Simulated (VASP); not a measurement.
VASP ran on this input.

**POSCAR**
```
PtAl2
1
    0.0000000000     3.0211920000     3.0211920000
    3.0211920000     0.0000000000     3.0211920000
    3.0211920000     3.0211920000     0.0000000000
Al Pt
2 1
Direct
  0.2500000000   0.2500000000   0.2500000000
  0.7500000000   0.7500000000   0.7500000000
  0.0000000000   0.0000000000   0.0000000000
```

**INCAR**
```
SYSTEM=PtAl2
PREC=Accurate; ENCUT=300; LREAL=.FALSE.
LASPH=.TRUE.
EDIFF=1E-6; NELM=100; ALGO=Normal
LMAXMIX=6
ISMEAR=-1; SIGMA=0.136
GGA=PE
IBRION=2; NSW=50; ISIF=3
EDIFFG=-0.01
LWAVE=.FALSE.; LCHARG=.FALSE.
```

KPOINTS:
```
Regular mesh
0
Gamma
13 13 13
0 0 0
```

POTCAR, in this order: Al Pt (PBE.64 set). Program: vasp_std.

Q: Write an equivalent input for Quantum ESPRESSO's pw.x.

A: One equivalent input (not run):
```
&CONTROL
  calculation = 'vc-relax'
  pseudo_dir = './pseudo'
  outdir = './out'
  tprnfor = .true.
  tstress = .true.
  nstep = 50
  forc_conv_thr = 0.00039
/
&SYSTEM
  ibrav = 0
  nat = 3
  ntyp = 2
  ecutwfc = 84
  occupations = 'smearing'
  smearing = 'fermi-dirac'
  degauss = 0.009996
  input_dft = 'pbe'
/
&ELECTRONS
  conv_thr = 7.3e-08
  electron_maxstep = 100
/
&IONS
/
&CELL
/
ATOMIC_SPECIES
  Al 26.982 Al.upf
  Pt 195.084 Pt.upf
CELL_PARAMETERS angstrom
     0.0000000    3.0211920    3.0211920
     3.0211920    0.0000000    3.0211920
     3.0211920    3.0211920    0.0000000
ATOMIC_POSITIONS crystal
  Al   0.2500000  0.2500000  0.2500000
  Al   0.7500000  0.7500000  0.7500000
  Pt   0.0000000  0.0000000  0.0000000
K_POINTS automatic
  13 13 13 0 0 0
```
The two are equivalent in intent, not identical: the potentials are each code's own (VASP's PAW set, PseudoDojo norm-conserving files in pw.x), so ENCUT and ecutwfc are chosen apart and not converted; conv_thr bounds pw.x's estimated SCF error, while EDIFF bounds the energy change between steps; forc_conv_thr acts on force components and is met together with etot_conv_thr.

The structure is a typed PtAl2 crystal. This run relaxes it. Symmetry was kept, so distortions that lower it aren't found. The run is one of a series of settings (EDIFFG = -0.01, IBRION = 2, ISIF = 3, NSW = 50 against the base run), some of them coarse on purpose.
